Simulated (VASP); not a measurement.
Input:

```
CELL_PARAMETERS angstrom
      2.84983     0.00000     0.00000
      0.00000     2.84983     0.00000
      0.00000     0.00000     2.84983
ATOMIC_POSITIONS crystal
  Al 0.50000 0.50000 0.50000
  Co 0.00000 0.00000 0.00000
```

These are PBE GGA, VASP's PBE PAW potentials (set 64) (plane waves; VASP) values and carry that method's errors. Numerical set-up: 480 eV cut-off, 12×12×12 Γ-centred mesh, first-order Methfessel-Paxton smearing of 0.10 eV, potentials Al Co.

Energy and stress use the plane-wave basis of the starting cell.

Q: The ions, cell shape and volume at an external pressure of 30.0 GPa are relaxed. What does this cell relax into?

A: 
```
CELL_PARAMETERS angstrom
      2.73274     0.00000     0.00000
      0.00000     2.73274     0.00000
      0.00000     0.00000     2.73274
ATOMIC_POSITIONS crystal
  Al 0.50000 0.50000 0.50000
  Co 0.00000 0.00000 0.00000
```
Space group Pm-3m (221), at a tolerance of 0.03 Å.

Q: How do energy and volume change from the first to the last step?

A: The energy (σ→0) changes by +116.2 meV/atom and the volume by -11.8 %, in 7 ionic steps.

```csv
step,E(σ→0) (eV),max force (eV/Å),pressure (GPa),volume (Å³)
1,-11.9878,0.000,0.32,23.15
2,-10.1808,0.000,118.83,16.68
3,-11.7824,0.000,27.85,20.56
4,-11.7609,0.000,29.59,20.44
5,-11.7512,0.000,30.35,20.38
6,-11.7620,0.000,29.49,20.44
7,-11.7555,0.000,30.02,20.41
```

The compound is CoAl in the CsCl type structure. This run relaxes it under an external pressure of 30 GPa. Symmetry was kept, so distortions that lower it aren't found. The run is not spin-polarised, so no magnetic state was tried.
